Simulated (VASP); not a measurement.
Calculation: LDA (Ceperley-Alder, Perdew-Zunger), VASP's LDA PAW potentials (set 64) (plane waves; VASP 6.6.1).

VASP input:

### INCAR
```
SYSTEM = Mo3Si
PREC = Accurate
ENCUT = 500
EDIFF = 1E-6
NELM = 100
ALGO = Normal
LREAL = .FALSE.
LASPH = .TRUE.
ISMEAR = 1
SIGMA = 0.1
LMAXMIX = 4
LWAVE = .FALSE.
LCHARG = .FALSE.
IBRION = 2
ISIF = 3
NSW = 40
EDIFFG = -0.02
```

File POSCAR:
```
Mo3Si
1.0
  4.8388737203   0.0000000000   0.0000000000
  0.0000000000   4.8388737203   0.0000000000
  0.0000000000   0.0000000000   4.8388737203
Si Mo
2 6
Cartesian
  2.4194368601   2.4194368601   2.4194368601
  0.0000000000   0.0000000000   0.0000000000
  1.2097184301   0.0000000000   2.4194368601
  2.4194368601   1.2097184301   0.0000000000
  2.4194368601   3.6291552902   0.0000000000
  3.6291552902   0.0000000000   2.4194368601
  0.0000000000   2.4194368601   3.6291552902
  0.0000000000   2.4194368601   1.2097184301
```

KPOINTS:
```
Automatic mesh
0
Gamma
7 7 7
0 0 0
```

POTCAR, in this order: Si Mo_sv (LDA.64 set). Program: vasp_std.

The resulting files:

OSZICAR:
```
       N       E                     dE             d eps       ncg     rms          rms(c)
DAV:   1     0.117495705881E+04    0.11750E+04   -0.53975E+04  2208   0.168E+03
DAV:   2    -0.357499961008E+02   -0.12107E+04   -0.11828E+04  2333   0.552E+02
DAV:   3    -0.908109247584E+02   -0.55061E+02   -0.53378E+02  2833   0.107E+02
DAV:   4    -0.919674356116E+02   -0.11565E+01   -0.11432E+01  2640   0.129E+01
DAV:   5    -0.919848494983E+02   -0.17414E-01   -0.17388E-01  2587   0.168E+00    0.484E+01
DAV:   6    -0.880865874803E+02    0.38983E+01   -0.13667E+01  2491   0.180E+01    0.133E+01
DAV:   7    -0.877406856284E+02    0.34590E+00   -0.91689E-01  2720   0.442E+00    0.357E+00
DAV:   8    -0.876802653226E+02    0.60420E-01   -0.13614E-01  2448   0.128E+00    0.582E-01
DAV:   9    -0.876791313943E+02    0.11339E-02   -0.70689E-03  2816   0.314E-01    0.330E-01
DAV:  10    -0.876789049178E+02    0.22648E-03   -0.82503E-04  2701   0.187E-01    0.104E-01
DAV:  11    -0.876789143378E+02   -0.94201E-05   -0.21692E-05  2616   0.240E-02    0.262E-02
DAV:  12    -0.876789127961E+02    0.15417E-05   -0.65009E-06  2540   0.149E-02    0.487E-03
DAV:  13    -0.876789128219E+02   -0.25795E-07   -0.18995E-07  1537   0.197E-03
   1 F= -.87678913E+02 E0= -.87678442E+02  d E =-.876789E+02
```

**OUTCAR**
```
------------------------ aborting loop because EDIFF is reached ----------------------------------------
  FORCE on cell =-STRESS in cart. coord.  units (eV):
  Direction    XX          YY          ZZ          XY          YZ          ZX
  --------------------------------------------------------------------------------------
  Total       -0.0033443     -0.0033443     -0.0033443     -0.0000000      0.0000000     -0.0000000
  in kB       -0.0472917     -0.0472917     -0.0472917     -0.0000000      0.0000000     -0.0000000
  external PRESSURE =      -0.0472917 kB  Pullay stress =       0.0000000 kB
  volume of cell :      113.30
      direct lattice vectors                 reciprocal lattice vectors
     4.838873720  0.000000000  0.000000000     0.206659660  0.000000000  0.000000000
     0.000000000  4.838873720  0.000000000     0.000000000  0.206659660  0.000000000
     0.000000000  0.000000000  4.838873720     0.000000000  0.000000000  0.206659660
 POSITION                                       TOTAL-FORCE (eV/Angst)
 -----------------------------------------------------------------------------------
      2.41944      2.41944      2.41944         0.000000      0.000000     -0.000000
      0.00000      0.00000      0.00000         0.000000      0.000000     -0.000000
      1.20972      0.00000      2.41944        -0.000000      0.000000      0.000000
      2.41944      1.20972      0.00000        -0.000000     -0.000000     -0.000000
      2.41944      3.62916      0.00000         0.000000      0.000000      0.000000
      3.62916      0.00000      2.41944         0.000000     -0.000000     -0.000000
      0.00000      2.41944      3.62916         0.000000      0.000000     -0.000000
      0.00000      2.41944      1.20972        -0.000000      0.000000      0.000000
 -----------------------------------------------------------------------------------
    total drift:                                0.000000      0.000000     -0.000000
  FREE ENERGIE OF THE ION-ELECTRON SYSTEM (eV)
  ---------------------------------------------------
  free  energy   TOTEN  =       -87.6789128219 eV

  energy  without entropy=      -87.6775012650  energy(sigma->0) =      -87.67844230

 reached required accuracy - stopping structural energy minimisation
```
(Selected blocks of OUTCAR.)

The compound is Mo3Si in the A15 structure. It was relaxed first.
